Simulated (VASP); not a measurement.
An input for Ansatz (written as the equivalent of a VASP run, and not itself run):

Ansatz 0.2 input:
```yaml
crystal:
  lattice:
    - [0.0000000, 3.2660878, 3.2660878]
    - [3.2660878, 0.0000000, 3.2660878]
    - [3.2660878, 3.2660878, 0.0000000]
  atoms:
    - { symbol: Sn, position: [0.0000000, 0.0000000, 0.0000000] }
    - { symbol: Sn, position: [0.2500000, 0.2500000, 0.2500000] }
kpoints:
  mp_grid: { grid: [9, 9, 9] }
hamiltonian:
  xc: r2scan
  dispersion: rvv10
  pseudopotentials: { kind: paw }
scf:
  occupations: { method: methfessel_paxton, width: 0.1 }
  max_iter: 100
relax:
  max_steps: 60
  f_tol: 0.01
  cell: {}
output: { forces: true, stress: true, eigenvalues: true }
```

Task: Write the VASP files for the same calculation (r2SCAN+rVV10).

Result: Several could match; the one computed here: 
**POSCAR**
```
Sn
1
    0.0000000000     3.2660877920     3.2660877920
    3.2660877920    -0.0000000000     3.2660877920
    3.2660877920     3.2660877920     0.0000000000
Sn
2
Direct
  0.0000000000   0.0000000000   0.0000000000
  0.2500000000   0.2500000000   0.2500000000
```

### KPOINTS
```
K-points
0
gamma
 9 9 9
0 0 0
```

### INCAR
```
EDIFF = 1E-6
ISIF = 3
ENCUT = 400
IBRION = 2   # conjugate gradients
BPARAM = 11.95
METAGGA = R2SCAN
LWAVE = .FALSE.
PREC = Accurate
EDIFFG = -0.01   # ionic stop
LMIXTAU = .TRUE.
CPARAM = 0.0093
LASPH = .TRUE.   # aspherical one-centre terms
LREAL = .FALSE.
NSW = 60
LCHARG = .FALSE.
ALGO = Normal   # blocked Davidson
NELM = 100
ISMEAR = 1   # Methfessel-Paxton
LMAXMIX = 4   # l cut-off of mixed one-centre charges
SYSTEM = Sn
SIGMA = 0.1   # width (eV)
LUSE_VDW = .TRUE.
```

POTCAR, in this order: Sn_d (PBE.64 set). Program: vasp_std.

Limits of the translation: each code has its own PAW files, so the cut-off isn't converted (ENCUT is set for VASP's; basis.ecutwfc is left out, and Ansatz then takes the one that its files recommend); Ansatz stops its SCF on the density residual and VASP on the energy change (EDIFF).

The structure comes from a measured Sn entry (Fd-3m) of the Crystallography Open Database, whose conditions weren't checked. It was relaxed first. The start is the result of an earlier pass.
